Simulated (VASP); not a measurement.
Output of a VASP run:

OUTCAR:
```
 ion  position               nearest neighbor table
   1  0.862  0.638  0.362-   5 2.29   6 2.30   7 2.30   8 2.30   6 2.48   8 2.48   7 2.48   2 2.72
                             4 2.72   3 2.72   3 2.72   2 2.72   4 2.72
   2  0.362  0.862  0.638-   6 2.29   5 2.30   7 2.30   8 2.30   5 2.48   7 2.48   8 2.48   1 2.72
                             3 2.72   4 2.72   3 2.72   1 2.72   4 2.72
   3  0.138  0.138  0.138-   7 2.29   6 2.30   5 2.30   8 2.30   6 2.48   8 2.48   5 2.48   2 2.72
                             4 2.72   1 2.72   2 2.72   1 2.72   4 2.72
   4  0.638  0.362  0.862-   8 2.29   6 2.30   7 2.30   5 2.30   5 2.48   7 2.48   6 2.48   1 2.72
                             1 2.72   2 2.72   2 2.72   3 2.72   3 2.72
   5  0.160  0.340  0.660-   1 2.29   2 2.30   3 2.30   4 2.30   2 2.48   4 2.48   3 2.48   8 2.74
                             6 2.74   8 2.74   7 2.74   7 2.74   6 2.74
   6  0.660  0.160  0.340-   2 2.29   1 2.30   3 2.30   4 2.30   1 2.48   3 2.48   4 2.48   8 2.74
                             7 2.74   5 2.74   8 2.74   7 2.74   5 2.74
   7  0.840  0.840  0.840-   3 2.29   2 2.30   1 2.30   4 2.30   2 2.48   4 2.48   1 2.48   5 2.74
                             6 2.74   8 2.74   6 2.74   5 2.74   8 2.74
   8  0.340  0.660  0.160-   4 2.29   2 2.30   3 2.30   1 2.30   1 2.48   3 2.48   2 2.48   7 2.74
                             5 2.74   5 2.74   6 2.74   6 2.74   7 2.74
  LATTYP: Found a simple cubic cell.
 ALAT       =     4.4251297944
 Subroutine PRICEL returns:
 Original cell was already a primitive cell.
 Subroutine GETGRP returns: Found 12 space group operations
The static configuration has the point symmetry C_3 .
 The point group associated with its full space group is T   .
The dynamic configuration has the point symmetry C_3 .
 Subroutine INISYM returns: Found 12 space group operations
 Subroutine IBZKPT returns following result:
 Found     11 irreducible k-points:

 Following reciprocal coordinates:
            Coordinates               Weight
  0.000000  0.000000  0.000000      1.000000
  0.200000  0.000000  0.000000      6.000000
  0.400000  0.000000  0.000000      6.000000
  0.200000  0.200000  0.000000     12.000000
  0.400000  0.200000  0.000000     12.000000
 -0.200000  0.400000  0.000000     12.000000
  0.400000  0.400000  0.000000     12.000000
  0.200000  0.200000  0.200000      8.000000
  0.400000  0.200000  0.200000     24.000000
  0.400000  0.400000  0.200000     24.000000
  0.400000  0.400000  0.400000      8.000000
   k-points           NKPTS =     11   k-points in BZ     NKDIM =     11   number of bands    NBANDS=     52
   number of dos      NEDOS =    301   number of ions     NIONS =      8
   total plane-waves  NPLWV =  32768
   dimension x,y,z NGX =    32 NGY =   32 NGZ =   32
   dimension x,y,z NGXF=    64 NGYF=   64 NGZF=   64
   ions per type =               4   4
   PREC   = accura    normal or accurate (medium, high low for compatibility)
   ISTART =      0    job   : 0-new  1-cont  2-samecut
   ICHARG =      2    charge: 1-file 2-atom 10-const
   ISPIN  =      1    spin polarized calculation?
   LNONCOLLINEAR =      F non collinear calculations
   LSORBIT =      F    spin-orbit coupling
   INIWAV =      1    electr: 0-lowe 1-rand  2-diag
   ENCUT  =  500.0 eV  36.75 Ry    6.06 a.u.   8.07  8.07  8.07*2*pi/ulx,y,z
   NELM   =    100;   NELMIN=  2; NELMDL= -5     # of ELM steps
   EDIFF  = 0.1E-05   stopping-criterion for ELM
   LREAL  =      F    real-space projection
   NLSPLINE    = F    spline interpolate recip. space projectors
   LMAXMIX     =    4 max onsite mixed and CHGCAR
   VOSKOWN=      0    Vosko Wilk Nusair interpolation
   EDIFFG = -.2E-01   stopping-criterion for IOM
   NSW    =     40    number of steps for IOM
   NBLOCK =      1;   KBLOCK =     40    inner block; outer block
   IBRION =      2    ionic relax: 0-MD 1-quasi-New 2-CG
   NFREE  =      1    steps in history (QN), initial steepest desc. (CG)
   ISIF   =      3    stress and relaxation
   ISYM   =      2    0-nonsym 1-usesym 2-fastsym
   TEIN   =    0.0    initial temperature
   TEBEG  =    0.0;   TEEND  =   0.0 temperature during run
   SMASS  =  -3.00    Nose mass-parameter (am)
   PSTRESS=  200.0 pullay stress
   NELECT =      88.0000    total number of electrons
   EFERMI =   0.00;   METHOD = LEGACY
   ISMEAR =     0;   SIGMA  =   0.05  broadening in eV -4-tet -1-fermi 0-gaus
   IALGO  =     38    algorithm
   LDIAG  =      T    sub-space diagonalisation (order eigenvalues)
   IMIX   =      4    mixing-type and parameters
     AMIX     =   0.40;   BMIX     =  1.00
...
```

File OSZICAR:
```
       N       E                     dE             d eps       ncg     rms          rms(c)
DAV:   1     0.100409989029E+04    0.10041E+04   -0.35533E+04  1268   0.450E+03
DAV:   2     0.164590124152E+03   -0.83951E+03   -0.81457E+03  1144   0.102E+03
DAV:   3    -0.465274100682E+02   -0.21112E+03   -0.20226E+03  1152   0.312E+02
DAV:   4    -0.644285008167E+02   -0.17901E+02   -0.17656E+02  1444   0.103E+02
DAV:   5    -0.649409378406E+02   -0.51244E+00   -0.51068E+00  1420   0.211E+01    0.285E+01
DAV:   6    -0.657890320261E+02   -0.84809E+00   -0.91126E+01  1520   0.794E+01    0.197E+01
DAV:   7    -0.597736276268E+02    0.60154E+01   -0.42537E+01  1420   0.593E+01    0.778E+00
DAV:   8    -0.594826187003E+02    0.29101E+00   -0.29312E+00  1488   0.115E+01    0.172E+00
DAV:   9    -0.594457366267E+02    0.36882E-01   -0.24090E-01  1508   0.525E+00    0.567E-01
DAV:  10    -0.594420382635E+02    0.36984E-02   -0.17102E-02  1280   0.128E+00    0.230E-01
DAV:  11    -0.594415601115E+02    0.47815E-03   -0.29395E-03  1564   0.734E-01    0.106E-01
DAV:  12    -0.594415665357E+02   -0.64242E-05   -0.25117E-04  1600   0.161E-01    0.555E-02
DAV:  13    -0.594415525986E+02    0.13937E-04   -0.61919E-05  1624   0.118E-01    0.101E-02
DAV:  14    -0.594415526634E+02   -0.64812E-07   -0.81316E-06  1356   0.275E-02
   1 F= -.48624786E+02 E0= -.48622450E+02  d E =-.486248E+02
```

File OUTCAR:
```
------------------------ aborting loop because EDIFF is reached ----------------------------------------
  FORCE on cell =-STRESS in cart. coord.  units (eV):
  Direction    XX          YY          ZZ          XY          YZ          ZX
  --------------------------------------------------------------------------------------
  Total       10.7519637     10.7519637     10.7519637      0.0000000      0.0000000     -0.0000000
  in kB      198.8018094    198.8018094    198.8018094      0.0000000      0.0000000     -0.0000000
  external PRESSURE =      -1.1981906 kB  Pullay stress =     200.0000000 kB
  volume of cell :       86.65
      direct lattice vectors                 reciprocal lattice vectors
     4.425129794  0.000000000  0.000000000     0.225982072  0.000000000  0.000000000
     0.000000000  4.425129794  0.000000000     0.000000000  0.225982072  0.000000000
     0.000000000  0.000000000  4.425129794     0.000000000  0.000000000  0.225982072
 POSITION                                       TOTAL-FORCE (eV/Angst)
 -----------------------------------------------------------------------------------
      3.81230      2.82540      1.59973        -0.005739      0.005739     -0.005739
      1.59973      3.81230      2.82540        -0.005739     -0.005739      0.005739
      0.61283      0.61283      0.61283         0.005739      0.005739      0.005739
      2.82540      1.59973      3.81230         0.005739     -0.005739     -0.005739
      0.70717      1.50540      2.91973         0.003802     -0.003802      0.003802
      2.91973      0.70717      1.50540         0.003802      0.003802     -0.003802
      3.71796      3.71796      3.71796        -0.003802     -0.003802     -0.003802
      1.50540      2.91973      0.70717        -0.003802      0.003802      0.003802
 -----------------------------------------------------------------------------------
    total drift:                               -0.000000     -0.000000      0.000000
  FREE ENERGIE OF THE ION-ELECTRON SYSTEM (eV)
  ---------------------------------------------------
  free  energy   TOTEN  =       -59.4415526634 eV

  energy  without entropy=      -59.4368808299  energy(sigma->0) =      -59.43921675
  enthalpy is  TOTEN    =       -48.6247861803 eV   P V=       10.8167664830

 reached required accuracy - stopping structural energy minimisation
```
(Selected blocks of OUTCAR.)

### POSCAR
```
FeGe
1
    4.4251297944    -0.0000000000     0.0000000000
    0.0000000000     4.4251297944    -0.0000000000
    0.0000000000     0.0000000000     4.4251297944
Fe Ge
4 4
Direct
  0.8615112025   0.6384887975   0.3615112025
  0.3615112025   0.8615112025   0.6384887975
  0.1384887975   0.1384887975   0.1384887975
  0.6384887975   0.3615112025   0.8615112025
  0.1598075067   0.3401924933   0.6598075067
  0.6598075067   0.1598075067   0.3401924933
  0.8401924933   0.8401924933   0.8401924933
  0.3401924933   0.6598075067   0.1598075067
```

Q: Reconstruct the remaining input files.

A: Several could match; the one computed here: the input of the run itself, LDA (Ceperley-Alder, Perdew-Zunger), plane waves, VASP's LDA PAW potentials (set 64).

### INCAR
```
ALGO = Normal
EDIFF = 1E-6
EDIFFG = -0.02
ENCUT = 500
IBRION = 2
ISIF = 3
ISMEAR = 0
LASPH = T
LCHARG = F
LMAXMIX = 4
LREAL = F
LWAVE = F
NELM = 100
NSW = 40
PREC = Accurate
PSTRESS = 200
SIGMA = 0.05
SYSTEM = FeGe
```

KPOINTS:
```
Automatic mesh
0
Gamma
5 5 5
0 0 0
```

POTCAR, in this order: Fe Ge_d (LDA.64 set). Program: vasp_std.

The compound is FeGe in the B20 structure. It was relaxed first under an external pressure of 20 GPa. The run is not spin-polarised, so no magnetic state was tried.
